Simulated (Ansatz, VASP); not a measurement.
# Ca2H3Br in two plane-wave programs

One calculation is typed for both programs; each brings its own data sets. How far apart do they land? The cell is taken from a series of runs on this material, whose earlier steps may have relaxed, scaled, displaced or heated it; both programs get it as it stands.

Calculated with Ansatz 0.2.0; plane waves, with VASP 6.6.1 beside it; dielectric response at LDA.

## Step 1: Starting point

It takes space group P-3m1 (No. 164, trigonal). Conventional cell: a = 3.903 Å, b = 3.903 Å, c = 6.854 Å, α = 90.00°, β = 90.00°, γ = 120.00°. Ca has 7 H at 2.27 to 2.59 Å and 3 Br at 3.12 Å nearest. Nearest to H lie 4 Ca at 2.27 to 2.30 Å. Nearest to H lie 6 H at 2.48 Å and 6 Ca at 2.59 Å. Br has 6 Ca at 3.12 Å nearest. Farther neighbours and most contacts between anions are not listed.

## Step 2: Ansatz: dielectric response, LDA

Ansatz runs on its default PAW (the set named soft_2) files.

The response to a field tests empty states and converges slowly with the mesh.

File input.yaml:

```yaml
crystal:
  lattice:
    - [3.9029399857, 0.0, 0.0]
    - [-1.9514699929, 3.3800451771, 0.0]
    - [0.0, 0.0, 6.85353359]
  atoms:
    - { symbol: Ca, position: [0.6666666667, 0.3333333333, 0.18575608] }
    - { symbol: Ca, position: [0.3333333333, 0.6666666667, 0.81424392] }
    - { symbol: H, position: [0.6666666667, 0.3333333333, 0.85047583] }
    - { symbol: H, position: [0.3333333333, 0.6666666667, 0.14952417] }
    - { symbol: H, position: [0.0, 0.0, 0.0] }
    - { symbol: Br, position: [0.0, 0.0, 0.5] }
kpoints:
  mp_grid: { grid: [6, 6, 4] }
hamiltonian:
  xc: lda
scf:
  occupations: { method: fixed }
dielectric: {}
```

Command:

```console
> ansatz run input.yaml --threads 4 --pin off --max-ram 7372MiB --backend cpu --events-out ev --progress --plain --runs-dir out
```

Numbers of over 12 decimals in the logs are rounded to 6 here.

The log of the run:

```text
Engine: ansatz 0.2.0, aarch64-unknown-linux-gnu
Pseudopotentials: kind: paw
Pseudopotential: Ca, paw, valence charge 10, recommended cutoff 420 eV (normal), Ca.paw.azcp
Pseudopotential: H, paw, valence charge 1, recommended cutoff 420 eV (normal), H.paw.azcp
Pseudopotential: Br, paw, valence charge 7, recommended cutoff 420 eV (normal), Br.paw.azcp
Functional definition: SPW92
  exchange = slater_x
  correlation = pw_c
Crystal: 6 atoms, lattice volume = 90.413 Å³
Basis set: ecut = 420 eV, 1799 PW (Γ), exchange–correlation on 54×54×96 points (8 copies of the dense FFT grid, shifted against one another)
Bands: 21, of which v1, the nominal top of the filled ones, is band 15 counted from 1 (14 counted from 0)
Symmetry: 12 space group operations
k-points: 47 of 144 (irreducible under 2 space group operations, time reversal used)
Non-local potential: Ca, projectors of the file, l = 0: 3, l = 1: 2, l = 2: 2
Non-local potential: H, projectors of the file, l = 0: 2, l = 1: 1
Non-local potential: Br, projectors of the file, l = 0: 2, l = 1: 2, l = 2: 2
PAW form: soft (Blöchl's): semilocal exchange-correlation on the pseudo side does not see the compensation charge
PAW frozen core: Ca, regenerated for the run's functional, and the local potential with it (the file was generated under x = pbe(κ = 0.804, μ = 0.219515), c = pbe(β = 0.066725))
PAW frozen core: Br, regenerated for the run's functional, and the local potential with it (the file was generated under x = pbe(κ = 0.804, μ = 0.219515), c = pbe(β = 0.066725))
PAW one-centre angular grid: Ca, 110 points (default); XC on 64 Gauss nodes
PAW one-centre angular grid: H, 110 points (default); XC on 64 Gauss nodes
PAW one-centre angular grid: Br, 110 points (default); XC on 64 Gauss nodes
Initial density: superposition of atomic densities (neutral atoms: chi_scale 0, normalization atom), corrected by the library's trained network
Initial wavefunctions: pseudopotential atomic-orbital guess
Functional: x = slater, c = lda
SCF iter   1: F=—  HF=-6292.071872 eV  |F-HF|=—  |Δ(HF+E_count)|=         —  Δρ=1.03e-2  dr2=8.19e-2  ethr=1.77e-3  ⟨swp⟩=4.9  Hψ=4318  notcnv=0  defer=151
preconditioner: auto → Resta (q_TF=auto, 2.270 Å⁻¹)  ε∞=4.6  [insulator: Δε(μ)=1.011 eV  Ē_g=7.122 eV  n_scr=22 (ndim 8)  ℏωp=13.5 eV  f_vac=0.000  ε∞_Penn≈4.6]
SCF iter   2: F=—  HF=-6292.051015 eV  |F-HF|=—  |Δ(HF+E_count)|=   2.09e-2  Δρ=4.85e-3  dr2=1.87e-2  ethr=2.73e-4  ⟨swp⟩=1.3  Hψ=1381  notcnv=0  defer=168
SCF iter   3: F=—  HF=-6292.045146 eV  |F-HF|=—  |Δ(HF+E_count)|=   5.87e-3  Δρ=5.34e-4  dr2=2.53e-4  ethr=6.23e-5  ⟨swp⟩=2.0  Hψ=1248  notcnv=0  defer=184
SCF iter   4: F=—  HF=-6292.045137 eV  |F-HF|=—  |Δ(HF+E_count)|=   8.39e-6  Δρ=1.72e-4  dr2=3.82e-5  ethr=8.43e-7  ⟨swp⟩=2.3  Hψ=1356  notcnv=0  defer=186
SCF iter   5: F=—  HF=-6292.045134 eV  |F-HF|=—  |Δ(HF+E_count)|=   3.23e-6  Δρ=3.59e-5  dr2=2.22e-6  ethr=1.27e-7  ⟨swp⟩=2.1  Hψ=1207  notcnv=0  defer=97
SCF iter   6: F=—  HF=-6292.045133 eV  |F-HF|=—  |Δ(HF+E_count)|=   1.22e-6  Δρ=9.96e-6  dr2=1.68e-7  ethr=7.41e-9  ⟨swp⟩=2.9  Hψ=1620  notcnv=0  defer=82
SCF iter   7: F=—  HF=-6292.045133 eV  |F-HF|=—  |Δ(HF+E_count)|=   3.87e-8  Δρ=1.71e-6  dr2=3.74e-9  ethr=5.58e-10  ⟨swp⟩=2.0  Hψ=1182  notcnv=0  defer=82
SCF iter   8: F=—  HF=-6292.045133 eV  |F-HF|=—  |Δ(HF+E_count)|=  8.21e-10  Δρ=5.67e-7  dr2=2.52e-10  ethr=1.25e-11  ⟨swp⟩=2.0  Hψ=1534  notcnv=0  defer=82
SCF iter   9: F=-6292.045133 eV  HF=-6292.045133 eV  |F-HF|=0.00e0  |Δ(HF+E_count)|=  9.09e-11  Δρ=9.68e-8  dr2=5.45e-12  ethr=1.00e-12  ⟨swp⟩=10.7  Hψ=4949  notcnv=0
SCF 1 converged in 9 iterations: F = -6292.045133 eV  dr2 = 5.45e-12
  greatest PAW one-centre occupation: 0.996 electrons in one spin orbital (limit 2), on the Ca atom at site 1 (counted from 0), in its partial waves of l = 0
DFPT response loops at Γ: preconditioner auto → Resta (q_TF=auto, 2.270 Å⁻¹)  ε∞=7.0 (no band partly filled); β = 1.00, the filter's whole step (`scf.mixing.beta` (0.50) is not read by the response loops at its default; to damp them type it under 1.00, their step now; it binds the ground state too); Broyden in place of MSR1
── the response to a field inside a basis, on 10×10×6 k-points: an SCF that follows is theirs, and a resumed run solves both again ──
Bands: 16, of which v1, the nominal top of the filled ones, is band 15 counted from 1 (14 counted from 0)
k-points: 165 of 600 (irreducible under 4 space group operations)
Initial density: handed on by an earlier stage of this run
Initial wavefunctions: pseudopotential atomic-orbital guess (no wavefunctions were taken with the density)
Eigensolver: Dense (165 Hₖ)
SCF iter   1: F=—  HF=-6292.042887 eV  |F-HF|=—  |Δ(HF+E_count)|=         —  Δρ=1.36e-4  dr2=7.24e-6  ethr=1.00e-1
preconditioner: auto → Resta (q_TF=auto, 2.270 Å⁻¹)  ε∞=5.8  [insulator: Δε(μ)=1.493 eV  Ē_g=6.202 eV  n_scr=22 (ndim 8)  ℏωp=13.5 eV  f_vac=0.000  ε∞_Penn≈5.8]
SCF iter   2: F=—  HF=-6292.042889 eV  |F-HF|=—  |Δ(HF+E_count)|=   1.50e-6  Δρ=7.53e-5  dr2=2.30e-6  ethr=2.41e-8
SCF iter   3: F=-6292.042889 eV  HF=-6292.042889 eV  |F-HF|=2.42e-8  |Δ(HF+E_count)|=   6.91e-7  Δρ=5.57e-6  dr2=5.26e-8  ethr=7.68e-9
SCF 1 converged in 3 iterations: F = -6292.042889 eV  dr2 = 5.26e-8
DFPT response loops at Γ: preconditioner auto → Resta (q_TF=auto, 2.270 Å⁻¹)  ε∞=6.3 (no band partly filled); β = 1.00, the filter's whole step (`scf.mixing.beta` (0.50) is not read by the response loops at its default; to damp them type it under 1.00, their step now; it binds the ground state too); Broyden in place of MSR1
SCF converged after 9 iterations
Free energy (F): -6292.045133 eV
Harris-Foulkes:  -6292.045133 eV  (|F-HF|=0.00e0)
Internal energy: -6292.045133 eV  (E = F + TS)
E sigma→0 (E₀):  -6292.045133 eV
Fermi energy:    7.209824 eV
--- Per-component energies (eV) ---
  E_band       = -302.613644
  E_kinetic    = 729.646811
  E_local      = -1695.224687  (includes V_loc(G=0)·N_el)
  E_nonlocal   = 209.186219
  E_hartree    = 540.501565
  E_xc         = -559.923299
  E_vxc        = -481.741531  (∫ρ·V_xc dr)
  E_paw        = -3794.286457  (= ΣΔE_a)
  E_vpaw       = -145.480186  (= ΣTr[D̂ρ^β])
  E_aug_tail   = -0.003396  (compensation charges beyond the density's cutoff)
  E_ewald      = -1722.714731
  E_core_change = 0.772843  (= ΣΔE_core)
  E_smearing   = -0.000000  (= −TS)
  E_closure    = 0.000000  (closes the sum)
  Σ components = -6292.045133   (vs F -6292.045133, Δ=0.00e0)
--- Band table (eV; the first three rows and the last of 47) ---
  k-point 0: bands = [... 11 lower, 3.2640, 3.2640, 4.1067, 6.9342, 9.1748, 9.1748, 9.2389, 9.2824, ... 2 higher]
  k-point 1: bands = [... 11 lower, 3.2585, 3.2585, 3.7595, 7.0530, 9.0666, 9.0713, 9.0713, 9.4696, ... 2 higher]
  k-point 2: bands = [... 11 lower, 2.9406, 3.2529, 3.2529, 7.2098, 8.7268, 8.9877, 8.9877, 9.7346, ... 2 higher]
  k-point 46: bands = [... 11 lower, 2.3189, 2.9239, 3.6271, 3.9356, 8.9899, 9.2722, 9.5924, 10.2588, ... 2 higher]
--- Dielectric response (ions clamped): 3 representative field directions + reference, inside a basis on a mesh of 600 k-points (Σ response iterations 12) ---
  ε∞ (high-frequency dielectric tensor):
        5.509541    -0.000000    -0.000000
       -0.000000     5.509541     0.000000
       -0.000000     0.000000     4.614273
  Born effective charges Z* (e; rows j = field, columns β = displacement):
    site 0:
         2.36778   -0.00000   -0.00000
        -0.00000    2.36778    0.00000
        -0.00000    0.00000    2.06680
    site 1:
         2.36778   -0.00000   -0.00000
        -0.00000    2.36778    0.00000
        -0.00000    0.00000    2.06680
    site 2:
        -1.09509    0.00000    0.00000
         0.00000   -1.09509   -0.00000
         0.00000   -0.00000   -0.85315
    site 3:
        -1.09509    0.00000    0.00000
         0.00000   -1.09509   -0.00000
         0.00000   -0.00000   -0.85315
    site 4:
        -1.36759    0.00000    0.00000
         0.00000   -1.36759   -0.00000
         0.00000   -0.00000   -0.86732
    site 5:
        -1.17780    0.00000    0.00000
         0.00000   -1.17780   -0.00000
         0.00000   -0.00000   -1.55999
  Z* charge neutrality: 1.404e-3 e pre-enforcement
  solved inside a basis spanned on kpoints, on 10×10×6 k-points, its susceptibility summed on 14×14×8: ε∞ is read to err by 1.8e-2, Z* by 1.6e-2 e (field_mesh: kpoints solves on kpoints); Z* is corrected for what the basis lacks
```

Reading the cycles: dr2 is the Hartree energy of the density residual (eV), the measure of convergence; HF is the Harris–Foulkes estimate of the energy, which meets the free energy F at convergence.

(Part 1 of 2 ends here.)

[Lines on the potential files, build, host, timing and source positions are cut from VASP's logs without a mark.]

[Logs are printed without paths, hosts, clocks, repeated set-up lines and the standing remarks that a program may print on its own settings, such as how far it seeks lower states.]

[Hosts, paths, dates, database ids (printed as entryN), source tags and the programs' standing remarks are cut or masked in the printed files.]
